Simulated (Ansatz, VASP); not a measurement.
**Two plane-wave programs on TaO5**

```
Ta O
1.0
     3.66377    0.00000    0.00000
    -1.83189    3.17292    0.00000
     0.00000    0.00000    5.24567
Ta O
1 5
Cartesian
  0.0000 0.0000 0.0000
  1.8319 0.0000 2.6228
  0.9159 1.5865 2.6228
  -0.9159 1.5865 2.6228
  0.0000 2.1153 0.0000
  1.8319 1.0576 0.0000
```

Change from the starting cell: species swapped into the PrPt5 type (P6/mmm, No. 191).

Alike in both runs: functional PBE; k mesh 12 × 12 × 8; occupations gaussian, width 0.1 eV; no spin polarisation.

Ansatz relaxed the structure, and its values are those at the end. VASP's run is a single point on that final structure, the one shown.

|  | VASP | Ansatz |
| --- | --- | --- |
| version | VASP 6.6.1 | Ansatz 0.2.0 |
| potentials or method | VASP PAW PBE potentials, release 64 (Ta_pv, O) | scalar-relativistic, plane waves, PAW |
| plane-wave cutoff (eV) | 520 | 420 |
| valence electrons in the cell | 41 | 43 |

Ansatz gave:

- gap on the k mesh at the Fermi level (eV): none
- pressure (GPa): 0.0

Problem. Which values does VASP return?

Solution. gap on the k mesh at the Fermi level (eV): none; pressure (GPa): 0.3.

A gap of «none» marks a metal or a gap that the smearing closes. The functional is the same, so the differences come from potentials, cutoffs and numerics. The two sets of potentials don't hold the same shells in valence.

Caveats: an odd number of electrons without spin polarisation forces a metal; a magnetic or distorted state may lie lower. The runs have no spin-orbit coupling, so splittings on Ta are missing.
